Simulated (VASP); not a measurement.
The system is ClSiBrH2, in a box.

```
Cl Si Br H
1.0
    12.00000    0.00000    0.00000
     0.00000   12.00000    0.00000
     0.00000    0.00000   12.00000
Cl Si Br H
1 1 1 2
Cartesian
  4.8980 5.4842 7.5106
  5.9549 5.9433 5.8261
  4.8127 7.3407 4.5575
  6.1820 4.7013 5.0620
  7.2134 6.6019 6.2270
```

Program: VASP 6.6.1. Alike in all runs: task single point; potentials or basis VASP PAW PBE potentials, release 64 (Cl, Si, Br, H); no spin polarisation; cell as given; k mesh 1 × 1 × 1; cutoff (eV) 520; smearing gaussian 0.01 eV.

Order these runs on this cell by their band gap on the k mesh, lowest first.
A. level RPBE+D3(BJ)
B. level B3LYP+D4; grid for exact exchange (PRECFOCK) Fast; exchange at q = 0 truncated
C. level SCAN

A (5.99 eV), C (6.67 eV), B (7.60 eV).

